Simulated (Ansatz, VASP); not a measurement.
Two plane-wave programs on Li3SiP2

```
Li Si P
1.0
     4.09730    2.36558    2.42543
    -4.09730    2.36558    2.42543
     0.00000   -4.73115    2.42543
Li Si P
3 1 2
Direct
  0.50000 0.50000 0.00000
  0.50000 0.00000 0.50000
  0.00000 0.50000 0.50000
  0.00000 0.00000 0.00000
  0.70695 0.70695 0.70695
  0.29305 0.29305 0.29305
```

Alike in both runs: functional PBE; k mesh 6 × 6 × 6; occupations gaussian, width 0.1 eV; no spin polarisation.

Ansatz relaxed the structure, and its values are those at the end. VASP's run is a single point on that final structure, the one shown.

|  | VASP | Ansatz |
| --- | --- | --- |
| version | VASP 6.6.1 | Ansatz 0.2.0 |
| potentials or method | VASP PAW PBE potentials, release 64 (Li_sv, Si, P) | scalar-relativistic, plane waves, PAW |
| plane-wave cutoff (eV) | 520 | 420 |
| valence electrons in the cell | 23 | 23 |

|  | VASP | Ansatz | Ansatz less VASP |
| --- | --- | --- | --- |
| gap on the k mesh at the Fermi level (eV) | none | none | - |
| rms of the force components (eV/Å) | 0.011 | 0.000 | -0.0114 |

A gap of «none» marks a metal or a gap that the smearing closes. With one functional, cell and mesh, what is left measures potentials, basis and numerics.
